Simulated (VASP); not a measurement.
Consider the following.

```
W
1.0
   -1.56311     1.56311     1.56311
    1.56311    -1.56311     1.56311
    1.56311     1.56311    -1.56311
W
1
Direct
  0.00000   0.00000   0.00000
```

Computed with LDA (Ceperley-Alder, Perdew-Zunger), VASP's LDA PAW potentials (set 64) (plane waves; VASP). Numerical set-up: 500 eV cut-off, 16×16×16 Γ-centred mesh, first-order Methfessel-Paxton smearing of 0.10 eV, potentials W_sv.

Q: The ions, cell shape and volume at an external pressure of 10.0 GPa are relaxed. What does this cell relax into?

A: 
```
W
1.0
   -1.55589     1.55589     1.55589
    1.55589    -1.55589     1.55589
    1.55589     1.55589    -1.55589
W
1
Direct
  0.00000   0.00000   0.00000
```
Space group Im-3m (229), at a tolerance of 0.03 Å.

Q: How do energy and volume change from the first to the last step?

A: The energy (σ→0) changes by +9.7 meV/atom and the volume by -1.4 %, in 4 ionic steps.

The compound is W in the bcc structure. This run relaxes it under an external pressure of 10 GPa. Symmetry was kept, so distortions that lower it aren't found.
